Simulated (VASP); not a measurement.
The cell holds one Ag (fcc) (111) slab, with vacuum along c, ions free to move until forces fall under 0.03 eV/Å, no reconstruction beyond this cell, dipole correction on.

Input:

```xyz
4
Lattice="2.9039 0.0000 0.0000 -1.4520 2.5149 0.0000 0.0000 0.0000 24.5456" Properties=species:S:1:pos:R:3 pbc="T T T"
Ag    -1.4520     2.5149     8.7300
Ag     1.4520     0.8383    11.0863
Ag     0.0000     1.6766    13.4593
Ag     0.0000     0.0000    15.8155
```

Computed with r2SCAN meta-GGA, VASP's PBE PAW potentials (set 64) (plane waves; VASP). Numerical set-up: 400 eV cut-off, 11×11×1 Γ-centred mesh, first-order Methfessel-Paxton smearing of 0.10 eV, potentials Ag.

Slab and bulk use different k-meshes, so the surface energy is good to a few per cent at best.

### Question
Predict its surface energy, work function, band gap (on the k-mesh).

### Answer

```
Quantity                                                    Result
------------------------  ----------------------------------------
surface energy                                           0.87 J/m²
work function                                              4.53 eV
band gap (on the k-mesh)  none (metal, semimetal or under 0.01 eV)
```

Measured: work function 4.53 eV (computed value off by +0.00 eV), as given by Abhirup Patra et al., Proceedings of the National Academy of Sciences (2017), arXiv:1702.08515.

The cell is a thin slab with vacuum, built from Ag (fcc): (111) face.
